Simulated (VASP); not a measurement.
Computed with revPBE GGA, VASP's PBE PAW potentials (set 64) (plane waves; VASP).

A VASP calculation is set up with these files.

### KPOINTS
```
Automatic mesh
0
Gamma
7 7 10
0 0 0
```

**INCAR**
```
# general
SYSTEM   =  CrO2
PREC     =  Accurate
ENCUT    =  520   # plane-wave cut-off (eV)
LREAL    =  F
LASPH    =  T   # aspherical one-centre terms

# electronic loop
EDIFF    =  1E-7   # SCF stop (eV)
NELM     =  100   # most electronic steps
ALGO     =  Normal
LMAXMIX  =  4   # l cut-off of mixed one-centre charges

# smearing
ISMEAR   =  1   # Methfessel-Paxton
SIGMA    =  0.1   # width (eV)

# functional
GGA      =  RE   # revPBE

# spin
ISPIN    =  2   # spin-polarised
MAGMOM   =  2*2.1 4*-0.1

# ions
IBRION   =  2   # conjugate gradients
NSW      =  30
ISIF     =  4   # ions and shape, fixed volume
EDIFFG   =  -0.01   # ionic stop

# output
LWAVE    =  F
LCHARG   =  F
LORBIT   =  10
```

### POSCAR
```
CrO2
1.0
  4.5622083872   0.0000000000   0.0000000000
  0.0000000000   4.5622083872   0.0000000000
  0.0000000000   0.0000000000   3.0002440808
Cr O
2 4
Direct
  0.0000000000   0.0000000000   0.0000000000
  0.5000000000   0.5000000000   0.5000000000
  0.3037910679   0.3037910679   0.0000000000
  0.8037910679   0.1962089321   0.5000000000
  0.1962089321   0.8037910679   0.5000000000
  0.6962089321   0.6962089321   0.0000000000
```

POTCAR, in this order: Cr_pv O (PBE.64 set). Program: vasp_std.

The resulting files:

OUTCAR:
```
 ion  position               nearest neighbor table
   1  0.000  0.000  0.000-   3 1.96   6 1.96   5 1.96   4 1.96   4 1.96   5 1.96
   2  0.500  0.500  0.500-   4 1.96   5 1.96   3 1.96   6 1.96   3 1.96   6 1.96
   3  0.304  0.304  0.000-   1 1.96   2 1.96   2 1.96
   4  0.804  0.196  0.500-   2 1.96   1 1.96   1 1.96
   5  0.196  0.804  0.500-   2 1.96   1 1.96   1 1.96
   6  0.696  0.696  0.000-   1 1.96   2 1.96   2 1.96
  LATTYP: Found a simple tetragonal cell.
 ALAT       =     4.5622083872
 C/A-ratio  =     0.6576297762
 Subroutine PRICEL returns:
 Original cell was already a primitive cell.
 Subroutine GETGRP returns: Found 16 space group operations
The static configuration has the point symmetry D_2h.
 The point group associated with its full space group is D_4h.
The dynamic configuration has the point symmetry D_2h.
The overall configuration has the point symmetry D_2h.
 Subroutine INISYM returns: Found 16 space group operations
 Subroutine IBZKPT returns following result:
 Found     60 irreducible k-points:

 Following reciprocal coordinates:
            Coordinates               Weight
  0.000000  0.000000  0.000000      1.000000
  0.142857  0.000000  0.000000      4.000000
  0.285714  0.000000  0.000000      4.000000
  0.428571  0.000000  0.000000      4.000000
  0.142857  0.142857  0.000000      4.000000
  0.285714  0.142857  0.000000      8.000000
  0.428571  0.142857  0.000000      8.000000
  0.285714  0.285714  0.000000      4.000000
  0.428571  0.285714  0.000000      8.000000
  0.428571  0.428571  0.000000      4.000000
  0.000000  0.000000  0.100000      2.000000
  0.142857  0.000000  0.100000      8.000000
  0.285714  0.000000  0.100000      8.000000
  0.428571  0.000000  0.100000      8.000000
  0.142857  0.142857  0.100000      8.000000
  0.285714  0.142857  0.100000     16.000000
  0.428571  0.142857  0.100000     16.000000
...
```

File OSZICAR:
```
       N       E                     dE             d eps       ncg     rms          rms(c)
DAV:   1     0.606718210919E+03    0.60672E+03   -0.26542E+04  7216   0.175E+03
DAV:   2     0.949307197791E+01   -0.59723E+03   -0.56130E+03  7896   0.513E+02
DAV:   3    -0.625291240765E+02   -0.72022E+02   -0.70253E+02  8494   0.171E+02
DAV:   4    -0.644542135125E+02   -0.19251E+01   -0.18631E+01  8678   0.278E+01
DAV:   5    -0.645026842037E+02   -0.48471E-01   -0.47924E-01  8818   0.440E+00    0.364E+01
DAV:   6    -0.595894633509E+02    0.49132E+01   -0.18592E+02  8558   0.100E+02    0.492E+01
DAV:   7    -0.509292930565E+02    0.86602E+01   -0.12866E+02  8952   0.108E+02    0.171E+01
DAV:   8    -0.486216106945E+02    0.23077E+01   -0.88182E+00  8128   0.239E+01    0.783E+00
DAV:   9    -0.479665660991E+02    0.65504E+00   -0.26357E+00  9580   0.131E+01    0.280E+00
DAV:  10    -0.480106284802E+02   -0.44062E-01   -0.20170E-01  7990   0.360E+00    0.151E+00
DAV:  11    -0.480103814117E+02    0.24707E-03   -0.77798E-02  8878   0.259E+00    0.630E-01
DAV:  12    -0.480112696095E+02   -0.88820E-03   -0.74432E-03  8844   0.583E-01    0.434E-01
DAV:  13    -0.480103228460E+02    0.94676E-03   -0.29762E-03  9428   0.539E-01    0.177E-01
DAV:  14    -0.480103090144E+02    0.13832E-04   -0.73319E-04  9518   0.229E-01    0.727E-02
DAV:  15    -0.480103186377E+02   -0.96233E-05   -0.11408E-04  8712   0.867E-02    0.401E-02
DAV:  16    -0.480103188703E+02   -0.23264E-06   -0.36456E-05  8734   0.436E-02    0.119E-02
DAV:  17    -0.480103197046E+02   -0.83424E-06   -0.17325E-06  8488   0.962E-03    0.653E-03
DAV:  18    -0.480103199983E+02   -0.29368E-06   -0.81420E-07  8552   0.802E-03    0.224E-03
DAV:  19    -0.480103200429E+02   -0.44607E-07   -0.24273E-07  5510   0.368E-03
   1 F= -.48010320E+02 E0= -.48010500E+02  d E =-.480103E+02  mag=     4.0000
       N       E                     dE             d eps       ncg     rms          rms(c)
DAV:   1    -0.480271515733E+02   -0.16832E-01   -0.25929E+00  7200   0.113E+01    0.990E-01
DAV:   2    -0.480231974826E+02    0.39541E-02   -0.79524E-02  8822   0.227E+00    0.733E-01
DAV:   3    -0.480203703389E+02    0.28271E-02   -0.13001E-02  9798   0.114E+00    0.495E-01
DAV:   4    -0.480185103956E+02    0.18599E-02   -0.92881E-03 10388   0.844E-01    0.380E-01
DAV:   5    -0.480184511108E+02    0.59285E-04   -0.99590E-04  9314   0.290E-01    0.204E-01
DAV:   6    -0.480184104680E+02    0.40643E-04   -0.10260E-04 10242   0.805E-02    0.166E-01
DAV:   7    -0.480184052756E+02    0.51924E-05   -0.59966E-05 10666   0.573E-02    0.285E-02
DAV:   8    -0.480184065802E+02   -0.13046E-05   -0.47361E-06  8424   0.166E-02    0.945E-03
DAV:   9    -0.480184069450E+02   -0.36483E-06   -0.64428E-07  8750   0.529E-03    0.500E-03
DAV:  10    -0.480184071299E+02   -0.18484E-06   -0.11575E-07  4860   0.253E-03    0.192E-03
DAV:  11    -0.480184071452E+02   -0.15289E-07   -0.32518E-08  3918   0.138E-03
   2 F= -.48018407E+02 E0= -.48018680E+02  d E =-.808710E-02  mag=     4.0000
       N       E                     dE             d eps       ncg     rms          rms(c)
DAV:   1    -0.480234713010E+02   -0.50642E-02   -0.10215E+00  7212   0.712E+00    0.628E-01
DAV:   2    -0.480218409828E+02    0.16303E-02   -0.31588E-02  8808   0.144E+00    0.473E-01
DAV:   3    -0.480207274140E+02    0.11136E-02   -0.52751E-03  9734   0.729E-01    0.312E-01
DAV:   4    -0.480199658926E+02    0.76152E-03   -0.37110E-03 10320   0.528E-01    0.248E-01
DAV:   5    -0.480199455582E+02    0.20334E-04   -0.39353E-04  9238   0.182E-01    0.132E-01
DAV:   6    -0.480199288097E+02    0.16748E-04   -0.41358E-05 10288   0.505E-02    0.109E-01
DAV:   7    -0.480199265269E+02    0.22828E-05   -0.24190E-05 10746   0.359E-02    0.200E-02
DAV:   8    -0.480199270946E+02   -0.56771E-06   -0.19671E-06  8208   0.107E-02    0.617E-03
DAV:   9    -0.480199272468E+02   -0.15214E-06   -0.23371E-07  5946   0.343E-03    0.257E-03
DAV:  10    -0.480199273385E+02   -0.91699E-07   -0.64169E-08  3994   0.176E-03
   3 F= -.48019927E+02 E0= -.48020227E+02  d E =-.960730E-02  mag=     4.0000
```

OUTCAR:
```
------------------------ aborting loop because EDIFF is reached ----------------------------------------
  FORCE on cell =-STRESS in cart. coord.  units (eV):
  Direction    XX          YY          ZZ          XY          YZ          ZX
  --------------------------------------------------------------------------------------
  Total       -4.0641822     -4.0641822     -4.0548396      0.0000000      0.0000000      0.0000000
  in kB     -104.2742135   -104.2742135   -104.0345125      0.0000000      0.0000000      0.0000000
  external PRESSURE =    -104.1943131 kB  Pullay stress =       0.0000000 kB
  volume of cell :       62.45
      direct lattice vectors                 reciprocal lattice vectors
     4.582778760  0.000000000  0.000000000     0.218208221 -0.000000000  0.000000000
     0.000000000  4.582778760  0.000000000     0.000000000  0.218208221  0.000000000
     0.000000000  0.000000000  2.973370591     0.000000000  0.000000000  0.336318656
 POSITION                                       TOTAL-FORCE (eV/Angst)
 -----------------------------------------------------------------------------------
      4.58278      0.00000      0.00000         0.000000      0.000000     -0.000000
      2.29139      2.29139      1.48669         0.000000      0.000000     -0.000000
      1.40178      1.40178      0.00000         0.003941      0.003941      0.000000
      3.69317      0.88961      1.48669         0.003941     -0.003941     -0.000000
      0.88961      3.69317      1.48669        -0.003941      0.003941     -0.000000
      3.18100      3.18100      0.00000        -0.003941     -0.003941     -0.000000
 -----------------------------------------------------------------------------------
    total drift:                                0.000000      0.000000     -0.000000
  FREE ENERGIE OF THE ION-ELECTRON SYSTEM (eV)
  ---------------------------------------------------
  free  energy   TOTEN  =       -48.0199273385 eV

  energy  without entropy=      -48.0208249852  energy(sigma->0) =      -48.02022655

 total charge

# of ion       s       p       d       tot
------------------------------------------
    1        0.341   6.389   3.923  10.653
    2        0.341   6.389   3.923  10.653
    3        1.573   3.423   0.000   4.996
    4        1.573   3.423   0.000   4.996
    5        1.573   3.423   0.000   4.996
    6        1.573   3.423   0.000   4.996
--------------------------------------------------
tot          6.975  26.469   7.846  41.290

 magnetization (x)

# of ion       s       p       d       tot
------------------------------------------
    1        0.024   0.030   2.141   2.195
    2        0.024   0.030   2.141   2.195
    3       -0.003  -0.117   0.000  -0.120
    4       -0.003  -0.117   0.000  -0.120
    5       -0.003  -0.117   0.000  -0.120
    6       -0.003  -0.117   0.000  -0.120
--------------------------------------------------
tot          0.034  -0.407   4.283   3.909

 reached required accuracy - stopping structural energy minimisation
```
(Selected blocks of OUTCAR.)

File CONTCAR:
```
CrO2
   1.00000000000000
     4.5827787596789040    0.0000000000000000    0.0000000000000000
     0.0000000000000000    4.5827787596789040    0.0000000000000000
     0.0000000000000000    0.0000000000000000    2.9733705914969759
  Cr              O
     2     4
Direct
     1.0000000000000000    0.0000000000000000    0.0000000000000000
     0.5000000000000000    0.5000000000000000    0.5000000000000000
     0.3058794905723528    0.3058794905723528    0.0000000000000000
     0.8058794905723528    0.1941205094276473    0.5000000000000000
     0.1941205094276473    0.8058794905723528    0.5000000000000000
     0.6941205094276472    0.6941205094276472    0.0000000000000000
```

The compound is CrO2 in the rutile structure. This cell is one point of a volume scan, at 1.06 of the reference volume. Symmetry was kept, so distortions that lower it aren't found.
